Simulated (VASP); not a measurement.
Consider the following.

```
GdN
1.0
    0.00000     2.43962     2.56327
    2.54084     0.00000     2.56327
    2.54084     2.43962     0.00000
Gd N
1 1
Direct
  0.00000   0.00000   0.00000
  0.49489   0.50511   0.50511
```

The numbers are results of PBE GGA, VASP's PBE PAW potentials (set 64) (plane waves; VASP), not measurements. Settings: 520 eV cut-off, 8×8×8 Γ-centred mesh, Fermi-Dirac smearing of 0.30 eV, potentials Gd_3 N.

The 4f electrons are frozen in the core of the lanthanide potential, so 4f levels, which can set the real gap, and their magnetism are missing.

Q: Give the stress tensor in GPa (positive for a compressed cell).

A: 
```
-6.01   0.00   0.00
 0.00   2.80   0.00
 0.00   0.00  -7.60
```
The pressure is its mean diagonal, -3.60 GPa.

The compound is GdN in the rock salt structure. The cell was not relaxed at this level, atoms are displaced from their ideal sites. The run is one of a series of settings (ISMEAR = -1, SIGMA = 0.3 against the base run), some of them coarse on purpose.
